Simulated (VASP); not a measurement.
Consider the following.

```
CELL_PARAMETERS angstrom
      0.00000     2.79857     2.79857
      2.79857     0.00000     2.79857
      2.79857     2.79857     0.00000
ATOMIC_POSITIONS crystal
  Ga 0.00000 0.00000 0.00000
  As 0.25000 0.25000 0.25000
```

These are MS2 meta-GGA, VASP's PBE PAW potentials (set 64) (plane waves; VASP) values and carry that method's errors. Numerical set-up: 520 eV cut-off, 8×8×8 Γ-centred mesh, Gaussian smearing of 0.050 eV, potentials Ga_d As.

Question: Give the stress tensor in GPa (positive for a compressed cell).

Answer: 
```
2.27  0.00  0.00
0.00  2.27  0.00
0.00  0.00  2.27
```
The pressure is its mean diagonal, 2.27 GPa.

The compound is GaAs in the zinc blende structure. This cell is one point of a volume scan, at 0.97 of the reference volume.
